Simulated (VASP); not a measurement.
**The low-index faces of Hf**

Aim: compare the low-index faces of Hf at one level of theory.

Calculated with VASP 6.6.1; PBE; plane waves and PAW (Hf).

### 1. Set-up

The structure is hexagonal, space group P6_3/mmc (No. 194). The conventional cell has a = 3.200 Å, b = 3.200 Å, c = 5.062 Å, α = 90.00°, β = 90.00°, γ = 120.00°. Hf has 12 Hf at 3.13 to 3.20 Å nearest.

Structure file:

```xyz
2
Lattice="3.2000 0.0000 0.0000 -1.6000 2.7713 0.0000 0.0000 0.0000 5.0624" Properties=species:S:1:pos:R:3 pbc="T T T"
Hf    0.0000    0.0000    0.0000
Hf    0.0000    1.8475    2.5312
```

### 2. The bulk reference, job relaxation, k-mesh 14×14×8

The bulk crystal is relaxed first, so that the slabs are cut at this functional's lattice.

Contents of INCAR:

```
SYSTEM = Hf
PREC = Accurate
ENCUT = 420
EDIFF = 1E-06
NELM = 120
ISMEAR = 1
SIGMA = 0.15
LREAL = .FALSE.
ALGO = Normal
GGA = PE
NBANDS = 10
LASPH = .TRUE.
LORBIT = 11
LWAVE = .FALSE.
LCHARG = .FALSE.
KPAR = 4
IBRION = 2
NSW = 30
ISIF = 3
EDIFFG = -0.01
POTIM = 0.4
```

Contents of POSCAR:

```
Hf
1.0
    3.2000000000      0.0000000000      0.0000000000
   -1.6000000000      2.7712812921      0.0000000000
    0.0000000000      0.0000000000      5.0624000000
Hf
2
Direct
    0.0000000000      0.0000000000      0.0000000000
    0.3333333333      0.6666666667      0.5000000000
```

Contents of KPOINTS:

```
Automatic mesh
0
Gamma
14 14 8
0 0 0
```

PAW data sets: Hf (PBE family, release 64).

Command:

```sh
> mpirun -np 4 vasp_std
```

Output:

```text
[banner, memory and clock lines left out]
running    4 mpi-ranks, on    1 nodes
 distrk:  each k-point on    1 cores,    4 groups
 distr:  one band on    1 cores,    1 groups

 POSCAR found type information on POSCAR Hf
 POSCAR found :  1 types and       2 ions
 LDA part: xc-table for (Slater+PW92), standard interpolation
 POSCAR, INCAR and KPOINTS ok, starting setup
 FFT: planning ... GRIDC
 FFT: planning ... GRID_SOFT
 FFT: planning ... GRID
 WAVECAR not read
 entering main loop
       N       E                     dE             d eps       ncg     rms          rms(c)
DAV:   1    -0.366473411433E+01   -0.36647E+01   -0.26164E+03  2400   0.524E+02
DAV:   2    -0.201855697015E+02   -0.16521E+02   -0.16107E+02  3912   0.713E+01
DAV:   3    -0.206740719659E+02   -0.48850E+00   -0.48233E+00  3320   0.110E+01
DAV:   4    -0.206781906674E+02   -0.41187E-02   -0.41153E-02  3628   0.104E+00
DAV:   5    -0.206782074090E+02   -0.16742E-04   -0.16739E-04  3236   0.541E-02    0.124E+01
DAV:   6    -0.201877618031E+02    0.49045E+00   -0.22825E-01  2874   0.254E+00    0.622E+00
DAV:   7    -0.199184129880E+02    0.26935E+00   -0.40536E-01  2778   0.322E+00    0.627E-01
DAV:   8    -0.199145029301E+02    0.39101E-02   -0.50448E-03  3444   0.320E-01    0.951E-02
DAV:   9    -0.199142556893E+02    0.24724E-03   -0.53220E-04  3106   0.114E-01    0.327E-02
DAV:  10    -0.199142594046E+02   -0.37154E-05   -0.56120E-06  3708   0.115E-02    0.952E-03
DAV:  11    -0.199142597219E+02   -0.31722E-06   -0.20897E-07  1920   0.270E-03
   1 F= -.19914260E+02 E0= -.19915486E+02  d E =-.199143E+02
 curvature:   0.00 expect dE= 0.000E+00 dE for cont linesearch  0.000E+00
 trial: gam= 0.00000 g(F)=  0.493E-51 g(S)=  0.413E-02 ort = 0.000E+00 (trialstep = 0.100E+01)
 search vector abs. value=  0.413E-02
 bond charge predicted
       N       E                     dE             d eps       ncg     rms          rms(c)
DAV:   1    -0.199150759289E+02   -0.81652E-03   -0.62065E-02  2424   0.180E+00    0.423E-01
DAV:   2    -0.199148513888E+02    0.22454E-03   -0.32574E-04  3136   0.126E-01    0.232E-01
DAV:   3    -0.199147239666E+02    0.12742E-03   -0.19559E-04  2896   0.612E-02    0.466E-03
DAV:   4    -0.199147245183E+02   -0.55169E-06   -0.98225E-07  3272   0.614E-03
   2 F= -.19914725E+02 E0= -.19916051E+02  d E =-.464796E-03
[...]
3 F= -.19915439E+02 E0= -.19916729E+02  d E =-.117969E-02
[...]
4 F= -.19915439E+02 E0= -.19916728E+02  d E =-.117958E-02
 curvature:  -0.28 expect dE=-0.172E-04 dE for cont linesearch -0.626E-07
 ZBRENT: accuracy reached
 trial: gam= 0.00750 g(F)=  0.290E-52 g(S)=  0.613E-04 ort = 0.304E-04 (trialstep = 0.911E+00)
 search vector abs. value=  0.620E-04
 bond charge predicted
       N       E                     dE             d eps       ncg     rms          rms(c)
DAV:   1    -0.199154808266E+02   -0.41338E-04   -0.13351E-03  2436   0.220E-01    0.106E-02
DAV:   2    -0.199154781873E+02    0.26393E-05   -0.77641E-06  3800   0.147E-02    0.584E-03
DAV:   3    -0.199154769531E+02    0.12342E-05   -0.31269E-06  2620   0.630E-03    0.954E-04
DAV:   4    -0.199154769627E+02   -0.96064E-08   -0.84534E-08  1474   0.160E-03
   5 F= -.19915477E+02 E0= -.19916774E+02  d E =-.376618E-04
 trial-energy change:   -0.000038  1 .order   -0.000038   -0.000056   -0.000020
 step:   1.4260(harm=  1.4260)  dis= 0.00000  next Energy=   -19.915483 (dE=-0.439E-04)
 reached required accuracy - stopping structural energy minimisation
```

The job ended after 18 s (4 MPI ranks of Intel Xeon 6975P-C (Granite Rapids), shared host; peak memory 0.7 GiB; 62 s of CPU time).

The logs omit lines about the potential files and the build; timing stands in the text.

Parts of OUTCAR (step 2):

```text
ion  position               nearest neighbor table
   1  0.000  0.000  0.000-   2 3.13   2 3.13   2 3.13   2 3.13   2 3.13   2 3.13
   2  0.333  0.667  0.500-   1 3.13   1 3.13   1 3.13   1 3.13   1 3.13   1 3.13

  LATTYP: Found a hexagonal cell.
 ALAT       =     3.2000000000
 C/A-ratio  =     1.5820000000

 Subroutine GETGRP returns: Found 24 space group operations
 (whereof 12 operations were pure point group operations)

The static configuration has the point symmetry D_3h.
 The point group associated with its full space group is D_6h.

 Found    120 irreducible k-points:

   k-points           NKPTS =    120   k-points in BZ     NKDIM =    120   number of bands    NBANDS=     10

   dimension x,y,z NGX =    24 NGY =   24 NGZ =   36
   dimension x,y,z NGXF=    48 NGYF=   48 NGZF=   72

   ENCUT  =  420.0 eV  30.87 Ry    5.56 a.u.   5.35  5.35  8.46*2*pi/ulx,y,z

   NELECT =       8.0000    total number of electrons

 k-points in reciprocal lattice and weights: Automatic mesh
   0.00000000  0.00000000  0.00000000       0.001
   0.07142857  0.00000000  0.00000000       0.004
   0.14285714  0.00000000  0.00000000       0.004
   0.21428571  0.00000000  0.00000000       0.004
   0.28571429  0.00000000  0.00000000       0.004
   0.35714286  0.00000000  0.00000000       0.004
   0.42857143  0.00000000  0.00000000       0.004
   0.50000000  0.00000000  0.00000000       0.002
   0.07142857  0.07142857  0.00000000       0.004
[...]
0.28571429  0.28571429  0.50000000       0.004
   0.35714286  0.28571429  0.50000000       0.004

 average (electrostatic) potential at core
       1 -35.8430       2 -35.8430

 E-fermi :   5.2887

 k-point     1 :       0.0000    0.0000    0.0000
  band No.  band energies     occupation
      1      -2.1028      2.00000
      2       1.5735      2.00000
      3       5.9511     -0.00000
      4       6.4565     -0.00000
      5       6.4565     -0.00000
      6       6.7641     -0.00000
      7       7.2883     -0.00000
    ...

 k-point     2 :       0.0714    0.0000    0.0000
  band No.  band energies     occupation
      1      -1.9507      2.00000
      2       1.7252      2.00000
      3       5.7414     -0.00017
      4       6.0535     -0.00000
      5       6.6021     -0.00000
      6       7.0539     -0.00000
      7       7.1412     -0.00000
    ...

 k-point     3 :       0.1429    0.0000    0.0000
  band No.  band energies     occupation
      1      -1.5093      2.00000
      2       2.1452      2.00000
      3       5.2091      1.77319
      4       5.4544     -0.06567
      5       6.6848     -0.00000
      6       7.0333     -0.00000
      7       7.3107     -0.00000
      8       7.3973     -0.00000
    ...

  Total        0.0086412      0.0086412     -0.0162977      0.0000000      0.0000000      0.0000000
  in kB        0.3109299      0.3109299     -0.5864270      0.0000000      0.0000000      0.0000000
  external PRESSURE =       0.0118109 kB  Pullay stress =       0.0000000 kB

  energy-cutoff  :      420.00
  volume of cell :       44.53
      direct lattice vectors                 reciprocal lattice vectors
     3.193981166 -0.000000000 -0.000000000     0.313088884  0.180761952  0.000000000
    -1.596990583  2.766068829 -0.000000000     0.000000000  0.361523903 -0.000000000
    -0.000000000  0.000000000  5.039972936     0.000000000  0.000000000  0.198413764

 POSITION                                       TOTAL-FORCE (eV/Angst)
 -----------------------------------------------------------------------------------
     -0.00000      0.00000      5.03997        -0.000000      0.000000      0.000000
     -0.00000      1.84405      2.51999         0.000000     -0.000000     -0.000000
 -----------------------------------------------------------------------------------
    total drift:                               -0.000000      0.000000     -0.000000

  FREE ENERGIE OF THE ION-ELECTRON SYSTEM (eV)
  ---------------------------------------------------
  free  energy   TOTEN  =       -19.9154769627 eV

  energy  without entropy=      -19.9193687096  energy(sigma->0) =      -19.91677421

 reached required accuracy - stopping structural energy minimisation

 total charge
# of ion       s       p       d       tot
------------------------------------------
    1        0.615   0.485   1.986   3.086
    2        0.615   0.485   1.986   3.086
--------------------------------------------------
tot          1.230   0.970   3.973   6.173

[... 3 further parts left out ...]
```

CONTCAR:

```
Hf
   1.00000000000000
     3.1939811659758468   -0.0000000000000000   -0.0000000000000000
    -1.5969905829879234    2.7660688289339790   -0.0000000000000000
    -0.0000000000000000    0.0000000000000000    5.0399729359906740
  Hf
     2
Direct
     0.0000000000000000    0.0000000000000000    1.0000000000000000
     0.3333333332999970    0.6666666667000030    0.5000000000000000
```

The data set Hf keeps the semicore shell frozen, which is cheaper and a little less accurate. The run keeps the 24 symmetry operations of its start, so it cannot find a distortion of lower symmetry.

Relaxation path:

```csv
step,energy less that of the first step (eV),largest force (eV/Å),pressure (GPa),volume (Å³)
1,0.0000,0.0000,-0.93,44.89
2,-0.0005,0.0000,0.81,44.22
3,-0.0012,0.0000,0.04,44.51
4,-0.0012,0.0000,0.02,44.52
5,-0.0012,0.0000,0.00,44.53
```

```csv
"conventional cell, symmetrised",before,after,change
a (Å),3.200,3.194,-0.2 %
b (Å),3.200,3.194,-0.2 %
c (Å),5.062,5.040,-0.4 %
volume (Å³/atom),22.45,22.26,-0.8 %
```

Final coordinates:

```xyz
2
Lattice="3.1940 0.0000 0.0000 -1.5970 2.7661 0.0000 0.0000 0.0000 5.0400" Properties=species:S:1:pos:R:3 pbc="T T T"
Hf    0.0000    0.0000    0.0000
Hf    0.0000    1.8440    2.5200
```

Numbers from this step:

```yaml
electronic_cycles: 25
electrons: 8
free_energy_toten: -19.92 eV
energy_at_zero_smearing: -19.92 eV
fermi_energy: 5.289 eV
metallic: yes
```

The run ended after 5 ionic steps, 0.001 eV below its first step, once forces and stress met EDIFFG = -0.01.

Energy at zero smearing: -19.91677 eV.

### 3. The bulk reference, job self-consistent run, k-mesh 17×17×9

Contents of INCAR:

```
SYSTEM = Hf
PREC = Normal
ENCUT = 320
EDIFF = 1E-06
NELM = 120
ISMEAR = 1
SIGMA = 0.15
LREAL = .FALSE.
ALGO = Fast
GGA = PE
NBANDS = 10
LASPH = .TRUE.
LORBIT = 11
LWAVE = .FALSE.
LCHARG = .FALSE.
KPAR = 4
```

Contents of POSCAR:

```
Hf
1.0
    3.1939811660      0.0000000000      0.0000000000
   -1.5969905830      2.7660688289      0.0000000000
    0.0000000000      0.0000000000      5.0399729360
Hf
2
Direct
    0.0000000000      0.0000000000      0.0000000000
    0.3333333333      0.6666666667      0.5000000000
```

Contents of KPOINTS:

```
Automatic mesh
0
Gamma
17 17 9
0 0 0
```

Command:

```sh
> mpirun -np 4 vasp_std
```

Output:

```text
[... set-up lines as in an earlier step ...]
 entering main loop
       N       E                     dE             d eps       ncg     rms          rms(c)
DAV:   1    -0.626935226824E+01   -0.62694E+01   -0.22385E+03  3300   0.417E+02
DAV:   2    -0.202333373216E+02   -0.13964E+02   -0.13588E+02  5240   0.629E+01
DAV:   3    -0.206694490698E+02   -0.43611E+00   -0.43274E+00  4738   0.101E+01
DAV:   4    -0.206730186650E+02   -0.35696E-02   -0.35646E-02  5060   0.932E-01
DAV:   5    -0.206730329197E+02   -0.14255E-04   -0.14252E-04  4434   0.459E-02    0.129E+01
RMM:   6    -0.201847650919E+02    0.48827E+00   -0.18091E-01  3322   0.244E+00    0.665E+00
RMM:   7    -0.199115096225E+02    0.27326E+00   -0.46863E-01  3753   0.363E+00    0.759E-01
RMM:   8    -0.199140152665E+02   -0.25056E-02   -0.42737E-02  3777   0.106E+00    0.295E-01
RMM:   9    -0.199147063091E+02   -0.69104E-03   -0.14983E-02  3956   0.612E-01    0.132E-01
RMM:  10    -0.199151985231E+02   -0.49221E-03   -0.24414E-03  3818   0.241E-01    0.237E-01
RMM:  11    -0.199150984445E+02    0.10008E-03   -0.13983E-03  4160   0.165E-01    0.446E-02
RMM:  12    -0.199151212515E+02   -0.22807E-04   -0.23897E-04  4495   0.608E-02    0.285E-02
RMM:  13    -0.199151255842E+02   -0.43327E-05   -0.50717E-05  4343   0.285E-02    0.351E-02
RMM:  14    -0.199151258066E+02   -0.22238E-06   -0.14146E-05  3947   0.165E-02    0.951E-03
RMM:  15    -0.199151257087E+02    0.97851E-07   -0.20692E-06  2893   0.611E-03
   1 F= -.19915126E+02 E0= -.19915881E+02  d E =0.226521E-02
```

It took 6.2 s on 4 MPI ranks; peak memory 0.52 GiB.

OUTCAR, selected parts (step 3):

```text
  LATTYP: Found a hexagonal cell.
 ALAT       =     3.1939811660
 C/A-ratio  =     1.5779595038

 Found    165 irreducible k-points:

   k-points           NKPTS =    165   k-points in BZ     NKDIM =    165   number of bands    NBANDS=     10

   dimension x,y,z NGX =    14 NGY =   14 NGZ =   24
   dimension x,y,z NGXF=    28 NGYF=   28 NGZF=   48

   ENCUT  =  320.0 eV  23.52 Ry    4.85 a.u.   4.66  4.66  7.35*2*pi/ulx,y,z

   NELECT =       8.0000    total number of electrons

 E-fermi :   5.2969

 k-point     1 :       0.0000    0.0000    0.0000
  band No.  band energies     occupation
      1      -2.1023      2.00000
      2       1.5742      2.00000
      3       5.9524     -0.00000
      4       6.4568     -0.00000
      5       6.4568     -0.00000
      6       6.7652     -0.00000
      7       7.2885     -0.00000
    ...

 k-point     2 :       0.0588   -0.0000    0.0000
  band No.  band energies     occupation
      1      -1.9989      2.00000
      2       1.6776      2.00000
      3       5.8083     -0.00002
      4       6.1510     -0.00000
      5       6.5556     -0.00000
      6       7.0035     -0.00000
      7       7.1746     -0.00000
    ...

  Total       -0.0273891     -0.0273891     -0.0005654      0.0000000      0.0000000     -0.0000000
  in kB       -0.9855189     -0.9855189     -0.0203433      0.0000000      0.0000000     -0.0000000
  external PRESSURE =      -0.6637937 kB  Pullay stress =       0.0000000 kB

  energy-cutoff  :      320.00
  volume of cell :       44.53
      direct lattice vectors                 reciprocal lattice vectors
     3.193981166  0.000000000  0.000000000     0.313088884  0.180761952  0.000000000
    -1.596990583  2.766068829  0.000000000     0.000000000  0.361523903  0.000000000
     0.000000000  0.000000000  5.039972936     0.000000000  0.000000000  0.198413764

 POSITION                                       TOTAL-FORCE (eV/Angst)
 -----------------------------------------------------------------------------------
      0.00000      0.00000      0.00000         0.000000     -0.000000      0.000000
     -0.00000      1.84405      2.51999        -0.000000      0.000000      0.000000
 -----------------------------------------------------------------------------------
    total drift:                               -0.000000      0.000000     -0.000000

  FREE ENERGIE OF THE ION-ELECTRON SYSTEM (eV)
  ---------------------------------------------------
  free  energy   TOTEN  =       -19.9151257087 eV

  energy  without entropy=      -19.9173909176  energy(sigma->0) =      -19.91588078

 total charge
# of ion       s       p       d       tot
------------------------------------------
    1        0.615   0.486   1.996   3.096
    2        0.615   0.486   1.996   3.096
--------------------------------------------------
tot          1.230   0.972   3.991   6.193

[... 2 parts as in an earlier step ...]

[... 7 further parts left out ...]
```

This step gave:

* electronic cycles: 15
* Fermi energy: 5.297 eV

Energy at zero smearing: -19.91588 eV.

The run ends at a pressure of -0.07 GPa.

[end of part 1 of 5]

[Lines on the potential files, build, host, timing and source positions are cut from VASP's logs without a mark.]

[Logs are printed without paths, hosts, clocks, repeated set-up lines and the standing remarks that a program may print on its own settings, such as how far it seeks lower states.]

[Hosts, paths, dates, database ids (printed as entryN), source tags and the programs' standing remarks are cut or masked in the printed files.]

[Runs that stopped without an error message from VASP are left out.]
